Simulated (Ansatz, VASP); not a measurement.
# CoSi2: VASP beside Ansatz

One calculation is typed for both programs; each brings its own data sets and cutoff. How far apart do they land? The cell is taken from a series of VASP runs on this material, whose earlier steps may have relaxed, scaled or displaced it; both programs get it as it stands.

Program: Ansatz 0.2.0. Level of theory: plane waves, with VASP 6.6.1 beside it; relaxation of cell and atoms at PBE with D3(BJ). Results are calculated unless marked as measured.

### Step 1. Starting point

The structure is cubic, space group Fm-3m (No. 225). Conventional cell: a = 5.301 Å, b = 5.301 Å, c = 5.301 Å, α = 90.00°, β = 90.00°, γ = 90.00°. Nearest to Co lie 8 Si at 2.30 Å. Nearest to Si lie 4 Co at 2.30 Å. Farther neighbours are not listed.

### Step 2. VASP: relaxation of cell and atoms, PBE with D3(BJ)

The relaxed volume is the usual yardstick between codes: its relative difference is about their pressure difference at one cell divided by the bulk modulus.

Lines of VASP's logs that name or quote its potential files are left out, and so is its time.

INCAR reads:

```
SYSTEM = CoSi2
PREC = Accurate
ENCUT = 450
EDIFF = 1E-06
NELM = 100
ISMEAR = 0
SIGMA = 0.05
LREAL = .FALSE.
ALGO = Normal
GGA = PE
IVDW = 12
NBANDS = 16
ISPIN = 2
MAGMOM = 0 0 0
LASPH = .TRUE.
LMAXMIX = 4
LORBIT = 11
LWAVE = .FALSE.
LCHARG = .FALSE.
KPAR = 8
IBRION = 2
NSW = 50
ISIF = 3
EDIFFG = -0.006
```

POSCAR reads:

```
CoSi2
1.0
    0.0000000000      2.6507199718      2.6507199718
    2.6507199718      0.0000000000      2.6507199718
    2.6507199718      2.6507199718      0.0000000000
Co Si
1 2
Direct
    0.0000000000      0.0000000000      0.0000000000
    0.7500000000      0.7500000000      0.7500000000
    0.2500000000      0.2500000000      0.2500000000
```

KPOINTS reads:

```
Automatic mesh
0
Gamma
12 12 12
0 0 0
```

The projector-augmented-wave data sets are Co and Si (PBE family, release 64).

The run is started by

```sh
$ mpirun -np 8 vasp_std
```

Numbers of over 12 decimals in the logs are rounded to 6 here.

The log of the run:

```text
[banner, memory and clock lines left out]
running    8 mpi-ranks, on    1 nodes
 distrk:  each k-point on    1 cores,    8 groups
 distr:  one band on    1 cores,    1 groups

 POSCAR found type information on POSCAR CoSi
 POSCAR found :  2 types and       3 ions
|                                                                             |
|           W    W    AA    RRRRR   N    N  II  N    N   GGGG   !!!           |
|           W    W   A  A   R    R  NN   N  II  NN   N  G    G  !!!           |
|           W    W  A    A  R    R  N N  N  II  N N  N  G       !!!           |
|           W WW W  AAAAAA  RRRRR   N  N N  II  N  N N  G  GGG   !            |
|           WW  WW  A    A  R   R   N   NN  II  N   NN  G    G                |
|           W    W  A    A  R    R  N    N  II  N    N   GGGG   !!!           |
|                                                                             |
|     For optimal performance we recommend to set                             |
|       NCORE = 2 up to number-of-cores-per-socket                            |
|     NCORE specifies how many cores store one orbital (NPAR=cpu/NCORE).      |
|     This setting can greatly improve the performance of VASP for DFT.       |
|     The default, NCORE=1 might be grossly inefficient on modern             |
|     multi-core architectures or massively parallel machines. Do your        |
|     Unfortunately you need to use the default for GW and RPA                |
|     calculations (for HF NCORE is supported but not extensively tested      |
|     yet).                                                                   |
|                                                                             |

 LDA part: xc-table for (Slater+PW92), standard interpolation
 POSCAR, INCAR and KPOINTS ok, starting setup
 FFT: planning ... GRIDC
 FFT: planning ... GRID_SOFT
 FFT: planning ... GRID
 WAVECAR not read
 entering main loop
       N       E                     dE             d eps       ncg     rms          rms(c)
DAV:   1     0.563401004378E+02    0.56340E+02   -0.61461E+03  4624   0.909E+02
DAV:   2    -0.178101031167E+02   -0.74150E+02   -0.65912E+02  5248   0.191E+02
DAV:   3    -0.206351011248E+02   -0.28250E+01   -0.27757E+01  5944   0.421E+01
DAV:   4    -0.206838860923E+02   -0.48785E-01   -0.48758E-01  5592   0.530E+00
DAV:   5    -0.206853401842E+02   -0.14541E-02   -0.14540E-02  6040   0.937E-01    0.148E+01
DAV:   6    -0.240049724314E+02   -0.33196E+01   -0.23339E+01  4904   0.101E+02    0.170E+01
DAV:   7    -0.193106350169E+02    0.46943E+01   -0.10753E+01  5800   0.795E+01    0.345E+00
DAV:   8    -0.193042495991E+02    0.63854E-02   -0.67519E-01  5280   0.506E+00    0.187E+00
DAV:   9    -0.192733683095E+02    0.30881E-01   -0.76967E-02  5600   0.534E+00    0.482E-01
DAV:  10    -0.192736223011E+02   -0.25399E-03   -0.61987E-03  6488   0.117E+00    0.128E-01
DAV:  11    -0.192734458648E+02    0.17644E-03   -0.72199E-04  5960   0.503E-01    0.299E-02
DAV:  12    -0.192734702007E+02   -0.24336E-04   -0.63095E-05  5008   0.542E-02    0.151E-02
DAV:  13    -0.192734699874E+02    0.21326E-06   -0.43434E-06  5912   0.268E-02
   1 F= -.20642551E+02 E0= -.20641862E+02  d E =-.206426E+02  mag=     0.0000
 curvature:   0.00 expect dE= 0.000E+00 dE for cont linesearch  0.000E+00
 trial: gam= 0.00000 g(F)=  0.277E-45 g(S)=  0.225E-04 ort = 0.000E+00 (trialstep = 0.100E+01)
 search vector abs. value=  0.225E-04
 bond charge predicted
       N       E                     dE             d eps       ncg     rms          rms(c)
DAV:   1    -0.192751381107E+02   -0.16679E-02   -0.19421E-03  4800   0.764E-01    0.136E-01
DAV:   2    -0.192757618571E+02   -0.62375E-03   -0.41484E-03  5648   0.135E+00    0.237E-01
DAV:   3    -0.192749286710E+02    0.83319E-03   -0.20792E-03  5512   0.964E-01    0.240E-02
DAV:   4    -0.192749225139E+02    0.61571E-05   -0.36933E-05  4872   0.474E-02    0.684E-03
DAV:   5    -0.192749222149E+02    0.29900E-06   -0.12503E-06  3584   0.192E-02
   2 F= -.20642534E+02 E0= -.20641844E+02  d E =0.168092E-04  mag=     0.0000
 trial-energy change:    0.000017  1 .order    0.000006   -0.000023    0.000035
 step:   0.2093(harm=  0.3917)  dis= 0.00000  next Energy=   -20.642553 (dE=-0.226E-05)
 bond charge predicted
       N       E                     dE             d eps       ncg     rms          rms(c)
DAV:   1    -0.192739107772E+02    0.10117E-02   -0.12133E-03  4800   0.607E-01    0.109E-01
DAV:   2    -0.192743061594E+02   -0.39538E-03   -0.26133E-03  5640   0.107E+00    0.188E-01
DAV:   3    -0.192737822469E+02    0.52391E-03   -0.13162E-03  5496   0.769E-01    0.196E-02
DAV:   4    -0.192737790859E+02    0.31609E-05   -0.23622E-05  4832   0.375E-02    0.562E-03
DAV:   5    -0.192737786838E+02    0.40220E-06   -0.81059E-07  2920   0.160E-02
   3 F= -.20642552E+02 E0= -.20641863E+02  d E =-.109839E-05  mag=     0.0000
 curvature:  -0.18 expect dE=-0.112E-06 dE for cont linesearch -0.112E-06
 trial: gam= 0.00000 g(F)=  0.123E-44 g(S)=  0.631E-06 ort =-0.377E-05 (trialstep = 0.842E+00)
 search vector abs. value=  0.631E-06
 reached required accuracy - stopping structural energy minimisation
```

OUTCAR, selected parts (step 2):

```text
ion  position               nearest neighbor table
   1  0.000  0.000  0.000-   2 2.30   2 2.30   2 2.30   2 2.30   3 2.30   3 2.30   3 2.30   3 2.30

  LATTYP: Found a face centered cubic cell.
 ALAT       =     5.3014399436

 Subroutine GETGRP returns: Found 48 space group operations
 (whereof 48 operations were pure point group operations)

The static configuration has the point symmetry O_h .

 Found     72 irreducible k-points:

   k-points           NKPTS =     72   k-points in BZ     NKDIM =     72   number of bands    NBANDS=     16

   dimension x,y,z NGX =    28 NGY =   28 NGZ =   28
   dimension x,y,z NGXF=    56 NGYF=   56 NGZF=   56

   ENCUT  =  450.0 eV  33.07 Ry    5.75 a.u.   6.48  6.48  6.48*2*pi/ulx,y,z

   NELECT =      17.0000    total number of electrons

 k-points in reciprocal lattice and weights: Automatic mesh
   0.00000000  0.00000000  0.00000000       0.001
   0.08333333  0.00000000  0.00000000       0.005
   0.16666667  0.00000000  0.00000000       0.005
   0.25000000  0.00000000  0.00000000       0.005
   0.33333333  0.00000000  0.00000000       0.005
   0.41666667  0.00000000  0.00000000       0.005
   0.50000000  0.00000000  0.00000000       0.002
   0.08333333  0.08333333  0.00000000       0.003
   0.16666667  0.08333333  0.00000000       0.014
[...]
-0.33333333  0.50000000  0.16666667       0.007
  -0.25000000  0.50000000  0.25000000       0.003

 Edisp (eV)   -1.36761

 average (electrostatic) potential at core
       1 -77.8980       2 -78.9885       3 -78.9885

 E-fermi :  10.4913

 spin component 1
 k-point     1 :       0.0000    0.0000    0.0000
  band No.  band energies     occupation
    ...
      2       6.2930      1.00000
      3       6.2930      1.00000
      4       6.2930      1.00000
      5       8.4986      1.00000
      6       8.4986      1.00000
      7      11.5718      0.00000
      8      13.9664      0.00000
      9      13.9664      0.00000
     10      13.9664      0.00000
     11      14.0398      0.00000
    ...

 k-point     2 :       0.0833    0.0000    0.0000
  band No.  band energies     occupation
    ...
      2       6.0405      1.00000
      3       6.3317      1.00000
      4       6.3317      1.00000
      5       8.4658      1.00000
      6       8.4658      1.00000
      7      11.5935      0.00000
      8      12.5920      0.00000
      9      13.2394      0.00000
     10      13.2394      0.00000
     11      14.8056      0.00000
    ...

 k-point     3 :       0.1667    0.0000    0.0000
  band No.  band energies     occupation
    ...
      2       5.3582      1.00000
      3       6.4375      1.00000
      4       6.4375      1.00000
      5       8.3943      1.00000
      6       8.3943      1.00000
      7      10.6989      0.00000
      8      12.4953      0.00000
      9      12.4953      0.00000
     10      12.5339      0.00000
     11      14.9616      0.00000
    ...

 k-point     4 :       0.2500    0.0000    0.0000
  band No.  band energies     occupation
    ...
      3       6.5780      1.00000
      4       6.5780      1.00000
      5       8.3547      1.00000
      6       8.3547      1.00000
      7       9.6149      1.00000
      8      11.7295      0.00000
      9      11.7295      0.00000
     10      12.9925      0.00000
     11      14.5207      0.00000
     12      14.5207      0.00000
    ...

 k-point     5 :       0.3333    0.0000    0.0000
  band No.  band energies     occupation
    ...
      3       6.7010      1.00000
      4       6.7010      1.00000
      5       8.4294      1.00000
      6       8.4294      1.00000
      7       8.8471      1.00000
      8      10.9739      0.00000
      9      10.9739      0.00000
     10      13.2727      0.00000
     11      14.2179      0.00000
     12      14.2179      0.00000
    ...

 k-point     6 :       0.4167    0.0000    0.0000
  band No.  band energies     occupation
    ...
      5       8.4072      1.00000
      6       8.6392      1.00000
      7       8.6392      1.00000
      8      10.3265      1.00000
      9      10.3265      1.00000
     10      13.3179      0.00000
     11      14.0585      0.00000
     12      14.0585      0.00000
     13      15.0922      0.00000
     14      20.0507      0.00000
    ...

 Edisp (eV)   -1.36877

  Total      -0.00362    -0.00362    -0.00362     0.00000     0.00000     0.00000
  in kB      -0.15548    -0.15548    -0.15548     0.00000     0.00000     0.00000
  external pressure =       -0.16 kB  Pullay stress =        0.00 kB

  energy-cutoff  :      450.00
  volume of cell :       37.26
      direct lattice vectors                 reciprocal lattice vectors
     0.000000000  2.650912824  2.650912824    -0.188614275  0.188614275  0.188614275
     2.650912824 -0.000000000  2.650912824     0.188614275 -0.188614275  0.188614275
     2.650912824  2.650912824  0.000000000     0.188614275  0.188614275 -0.188614275

 POSITION                                       TOTAL-FORCE (eV/Angst)
 -----------------------------------------------------------------------------------
      0.00000     -0.00000      0.00000         0.000000     -0.000000      0.000000
      3.97637      3.97637      3.97637        -0.000000     -0.000000     -0.000000
      1.32546      1.32546      1.32546         0.000000      0.000000      0.000000
 -----------------------------------------------------------------------------------
    total drift:                                0.000000      0.000000      0.000000

  FREE ENERGIE OF THE ION-ELECTRON SYSTEM (eV)
  ---------------------------------------------------
  free  energy   TOTEN  =       -20.6425522062 eV

  energy  without entropy=      -20.6411732753  energy(sigma->0) =      -20.64186274

 reached required accuracy - stopping structural energy minimisation

 total charge
# of ion       s       p       d       tot
------------------------------------------
    1        0.558   0.757   7.626   8.941
    2        0.717   0.893   0.000   1.610
    3        0.717   0.893   0.000   1.610
--------------------------------------------------
tot          1.991   2.543   7.626  12.160

 magnetization (x)
# of ion       s       p       d       tot
------------------------------------------
    1        0.000   0.000   0.000   0.000
    2       -0.000  -0.000   0.000  -0.000
    3       -0.000  -0.000   0.000  -0.000
--------------------------------------------------
tot          0.000   0.000   0.000   0.000

[... 1 further part left out ...]
```

CONTCAR:

```
CoSi2
   1.00000000000000
     0.0000000000000000    2.6509128239724609    2.6509128239724609
     2.6509128239724609   -0.0000000000000000    2.6509128239724609
     2.6509128239724609    2.6509128239724609    0.0000000000000000
  Co              Si
     1     2
Direct
     0.0000000000000000    0.0000000000000000    0.0000000000000000
     0.7500000000000000    0.7500000000000000    0.7500000000000000
     0.2500000000000000    0.2500000000000000    0.2500000000000000
```

This run allows spin, but its moments start at zero, where symmetry between the spins tends to hold them, although Co can carry a moment. Its electron count is odd, so without a moment it is a metal by construction. Dispersion corrections of this kind ignore metallic screening and tend to overbind metals. The run keeps the 48 symmetry operations of its start, so it cannot find a distortion of lower symmetry.

(Part 1 of 2 ends here.)

[Lines on the potential files, build, host, timing and source positions are cut from VASP's logs without a mark.]

[Logs are printed without paths, hosts, clocks, repeated set-up lines and the standing remarks that a program may print on its own settings, such as how far it seeks lower states.]

[Hosts, paths, dates, database ids (printed as entryN), source tags and the programs' standing remarks are cut or masked in the printed files.]
